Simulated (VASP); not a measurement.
Consider the following.

```
CELL_PARAMETERS angstrom
      3.33696     0.00000     0.00000
     -1.66848     2.88989     0.00000
      0.00000     0.00000     5.83381
ATOMIC_POSITIONS crystal
  Hg 0.00000 0.00000 0.00000
  Hg 0.00000 0.00000 0.50000
  O  0.33333 0.66667 0.25000
  O  0.66667 0.33333 0.75000
```

Method: LDA (Ceperley-Alder, Perdew-Zunger), VASP's LDA PAW potentials (set 64) (plane waves; VASP 6.6.1). Run with 520 eV cut-off, Gaussian smearing of 0.050 eV, potentials Hg O.

Q: Give the energies of bands 8 to 21 at the high-symmetry points, in eV from the Fermi level.

A: 
```
band      Γ      M      K      A      L      H
----  -----  -----  -----  -----  -----  -----
8     -5.58  -4.76  -5.00  -6.03  -5.93  -6.04
9     -5.50  -4.74  -5.00  -5.24  -5.43  -5.28
10    -5.50  -4.69  -4.97  -5.24  -5.43  -5.28
11    -4.63  -4.61  -4.97  -5.24  -4.69  -4.62
12    -4.63  -4.12  -4.20  -5.24  -4.69  -4.62
13    -3.08  -4.09  -4.18  -4.26  -3.65  -3.84
14    -2.60  -3.52  -3.31  -4.26  -3.65  -3.84
15    -2.11  -3.38  -1.56  -0.71  -1.25  -2.66
16    -1.74  -2.54  -1.56  -0.71  -1.25  -2.66
17    -1.74  -0.41  -1.27  -0.71  -1.01   0.02
18     0.07   0.11  -1.27  -0.71  -1.01   0.02
19     0.07   3.37   2.78   1.04   2.47   3.70
20     3.86   3.77   4.35   1.04   2.47   3.70
21     4.80   4.15   7.06   9.00   6.54   6.37
```

It has no gap at this level: it comes out as a metal or semimetal.

The structure was generated: HgO was put into the NiAs type (P6_3/mmc), which need not be its known phase. It was relaxed first, which changed the volume by +19 %.
